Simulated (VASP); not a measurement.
Data:

```
MoTe2
1.0
    1.75759    -3.04424     0.00000
    1.75759     3.04424     0.00000
    0.00000     0.00000    14.59183
Te Mo
4 2
Direct
  0.33333   0.66667   0.87302
  0.66667   0.33333   0.37302
  0.66667   0.33333   0.12698
  0.33333   0.66667   0.62698
  0.33333   0.66667   0.25000
  0.66667   0.33333   0.75000
```

Method: SCAN meta-GGA, VASP's PBE PAW potentials (set 64) (plane waves; VASP). Settings: 520 eV cut-off, 8×8×2 Γ-centred mesh, tetrahedra with Blöchl corrections, potentials Te Mo_sv.

The path is coarsely sampled, so an indirect gap can come out somewhat too large. Unless said otherwise, spin-orbit coupling is left out, though it shifts the bands of the heavy elements here.

Give the energies of bands 17 to 30 at the high-symmetry points, in eV from the valence-band maximum.

```tsv
band	Γ	M	K	A	L	H
17	-1.83	-3.93	-4.23	-1.82	-3.67	-4.12
18	-1.82	-3.46	-4.04	-1.82	-3.67	-4.12
19	-1.82	-2.54	-3.30	-1.82	-2.51	-3.53
20	-1.02	-2.48	-3.30	-1.82	-2.51	-3.53
21	-1.02	-1.94	-3.25	-1.01	-1.91	-2.97
22	-1.00	-1.86	-3.25	-1.01	-1.91	-2.97
23	-1.00	-0.99	-1.93	-1.01	-0.98	-2.01
24	-1.00	-0.98	-1.93	-1.01	-0.98	-2.01
25	-0.75	-0.44	-0.17	-0.27	-0.36	-0.09
26	-0.13	-0.28	0.00	-0.27	-0.36	-0.09
27	3.23	1.50	1.17	3.26	1.51	1.18
28	3.23	1.53	1.17	3.26	1.51	1.18
29	3.30	1.73	1.53	3.26	1.88	1.86
30	3.31	2.00	2.25	3.26	1.88	1.86
```

The gap is indirect, 0.96 eV, from the valence maximum at K to the conduction minimum at K-Γ at 0.40.

The compound is MoTe2 in the 2H layered structure. It was relaxed first.
